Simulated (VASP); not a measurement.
Computed with PBEsol GGA, VASP's PBE PAW potentials (set 64) (plane waves; VASP).

A VASP calculation is set up with these files.

### KPOINTS
```
Automatic mesh
0
Gamma
9 9 9
0 0 0
```

INCAR:
```
! general
SYSTEM  = GaAs
PREC    = Accurate
ENCUT   = 500   ! plane-wave cut-off (eV)
LREAL   = .False.
LASPH   = .True.   ! aspherical one-centre terms

! electronic loop
EDIFF   = 1E-6
NELM    = 100
ALGO    = Normal   ! blocked Davidson
LMAXMIX = 4   ! l cut-off of mixed one-centre charges

! smearing
ISMEAR  = 0   ! Gaussian
SIGMA   = 0.05   ! width (eV)

! functional
GGA     = PS   ! PBEsol

! ions
IBRION  = 2   ! conjugate gradients
NSW     = 40
ISIF    = 3   ! ions, shape and volume
EDIFFG  = -0.02   ! ionic stop
PSTRESS = 450

! output
LWAVE   = .False.
LCHARG  = .False.
```

POSCAR:
```
GaAs
1.0
  0.0000000000   2.5475408633   2.5475408633
  2.5475408633   0.0000000000   2.5475408633
  2.5475408633   2.5475408633   0.0000000000
Ga As
1 1
Cart
  0.0000000000   0.0000000000   0.0000000000
  1.2737704317   1.2737704317   1.2737704317
```

POTCAR, in this order: Ga_d As (PBE.64 set). Program: vasp_std.

Problem. What will the output report for the number of irreducible k-points (NKPTS), largest plane-wave count, number of space-group operations, FFT grid (NGX, NGY, NGZ)?

Solution. 
```json
{
 "number of irreducible k-points (NKPTS)": "35",
 "largest_plane_wave_count": "869",
 "number_of_space_group_operations": "24",
 "FFT grid (NGX, NGY, NGZ)": "28 × 28 × 28"
}
```

The structure was generated: GaAs was put into the zinc blende type (F-43m), which need not be its known phase. It was relaxed first under an external pressure of 45 GPa.
